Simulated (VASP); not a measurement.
Consider the following.

```
HfSi
1.0
    0.00000     2.86610     2.86610
    2.86610     0.00000     2.86610
    2.86610     2.86610     0.00000
Si Hf
1 1
Cartesian
 -0.01668   0.01429   0.00051
  2.88278   2.85180   2.86558
```

The numbers are results of PBE GGA, VASP's PBE PAW potentials (set 64) (plane waves; VASP), not measurements. Run with 300 eV cut-off, 6×6×6 Γ-centred mesh, Fermi-Dirac smearing of 0.10 eV, potentials Si Hf_pv.

At this cut-off the stress carries a Pulay error, which pulls relaxed volumes low.

Problem. Give the force on each atom (eV/Å).

Solution. 
| atom | Fx | Fy | Fz |
|---|---|---|---|
| Si1 | 0.142 | -0.122 | -0.004 |
| Hf2 | -0.142 | 0.122 | 0.004 |

Problem. Give the stress tensor in GPa (positive for a compressed cell).

Solution. 
```
-16.49    0.04    0.00
  0.04  -16.51    0.00
  0.00    0.00  -16.55
```
The pressure is its mean diagonal, -16.52 GPa.

The structure was generated: HfSi was put into an ordered model structure, which need not be its known phase. The cell was not relaxed at this level, atoms are displaced from their ideal sites. The k-mesh is coarse (spacing up to 0.32 per Å, 2π included), so the numbers may not be converged in it.
